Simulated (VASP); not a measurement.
**Li16B (a cell with a defect): single point with PBE**

Crystal: Li16B (a cell with a defect).

```xyz
17
Lattice="6.9800 0.0000 0.0000 0.0000 6.9800 0.0000 0.0000 0.0000 6.9800" Properties=species:S:1:pos:R:3 pbc="T T T"
Li   -1.6865   -2.5931    3.8930
Li    2.2033    0.7410   -0.3023
Li   -0.6811    4.1234    0.9802
Li    1.8727   -1.0233    4.0223
Li    3.6625    0.9566    3.0426
Li    2.7054    4.2152   -0.1452
Li    5.6197    0.9009    4.1910
Li    4.7681    0.2112    0.2930
Li   -3.2365    3.1283    2.1009
Li    1.4289    6.2002    1.2636
Li    1.7996    2.1972    4.3700
Li    7.6466    1.5481    2.3282
Li    3.7411    5.9139   -1.9432
Li    4.5593    2.6331    5.5597
Li   -0.0613    7.8062    5.9916
Li    7.0968    3.5482    5.6105
B     1.1480    2.6158    0.3701
```

The cell was built by a generator and needn't be a form met in nature.

```json
{"Program": "VASP 6.6.1", "Task": "single point", "Functional": "PBE", "Potentials or basis": "VASP PAW PBE potentials, release 64 (Li_sv, B)", "Cutoff": "520 eV", "k mesh": "2 × 2 × 2", "Occupations": "fermi-dirac, width 0.15 eV", "Spin": "no spin polarisation", "Dipole correction": "no", "Further INCAR settings": "LREAL = Auto; ALGO = Fast; EDIFF = 1e-06; NBANDS = 40"}
```

The largest force is 1.217 eV/Å and the band gap on the k mesh is none (metal or under the smearing width).

Forces in eV/Å, atoms in the order of the input:
```
Li   0.366  0.247 -0.494
Li   0.792  0.691 -0.289
Li   0.108 -0.165  0.116
Li  -1.184 -0.170 -0.223
Li  -0.467 -0.682 -0.439
Li  -0.245 -0.059 -0.112
Li   0.423 -0.278 -0.707
Li   0.062 -0.212  0.483
Li  -0.493  0.379 -0.308
Li  -0.165 -0.511  0.304
Li   0.463  0.307  0.495
Li  -0.468  0.209 -0.522
Li   0.818  0.199  0.655
Li  -0.661 -0.091  0.408
Li   0.364 -0.025  0.647
Li   0.244  0.446  0.087
B    0.041 -0.282 -0.103
```

Levels at points of the mesh, in eV from the Fermi level:
```
           k point  band 24  band 25  band 26  band 27  band 28  band 29
(0.00, 0.00, 0.00)    -0.36    -0.10    -0.02     0.16     0.44     0.94
(0.50, 0.00, 0.00)    -0.60    -0.58    -0.43     0.46     0.67     1.01
(0.00, 0.50, 0.00)    -0.54    -0.35    -0.13     0.29     0.55     0.60
(0.00, 0.00, 0.50)    -0.62    -0.60    -0.39     0.28     0.57     0.82
(0.50, 0.50, 0.00)    -0.38    -0.24     0.05     0.20     0.37     1.01
(0.00, 0.50, 0.50)    -0.52    -0.25    -0.09     0.20     0.49     1.00
(0.50, 0.00, 0.50)    -0.44    -0.30    -0.06     0.25     0.70     0.80
(0.50, 0.50, 0.50)    -1.32     0.37     0.51     0.68     1.15     1.84
```

Run time: 5.2 min on 1 thread of AMD EPYC 9R45 (Zen 5), with other jobs on the host, peak memory 0.4 GiB.

Caveat: the k mesh is coarse (spacing up to 0.45 Å⁻¹), so the values aren't converged.
